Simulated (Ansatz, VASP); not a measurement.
# BeGa3: VASP beside Ansatz

```
Be Ga
1.0
    -2.04362    2.04362    3.79068
     2.04362   -2.04362    3.79068
     2.04362    2.04362   -3.79068
Be Ga
1 3
Direct
  0.00000 0.00000 0.00000
  0.75000 0.25000 0.50000
  0.25000 0.75000 0.50000
  0.50000 0.50000 0.00000
```

The cell comes from a database or a generator and needn't be the stable form of this composition.

Alike in both runs: task single point; functional PBE; k mesh 6 × 6 × 6; occupations gaussian, width 0.1 eV; no spin polarisation.

|  | VASP | Ansatz |
| --- | --- | --- |
| version | VASP 6.6.1 | Ansatz 0.2.0 |
| potentials or method | VASP PAW PBE potentials, release 64 (Be, Ga_d) | scalar-relativistic, plane waves, PAW |
| plane-wave cutoff (eV) | 520 | 420 |
| valence electrons in the cell | 41 | 41 |

```csv
,VASP,Ansatz,Ansatz less VASP
gap on the k mesh at the Fermi level (eV),none,none,-
pressure (GPa),0.0,0.0,-0.08
largest component of the traceless stress (GPa),0.26,0.27,+0.008
```

A gap of «none» marks a metal or a gap that the smearing closes.

Caveats: the k mesh is coarse (spacing up to 0.36 Å⁻¹), so the values aren't converged.
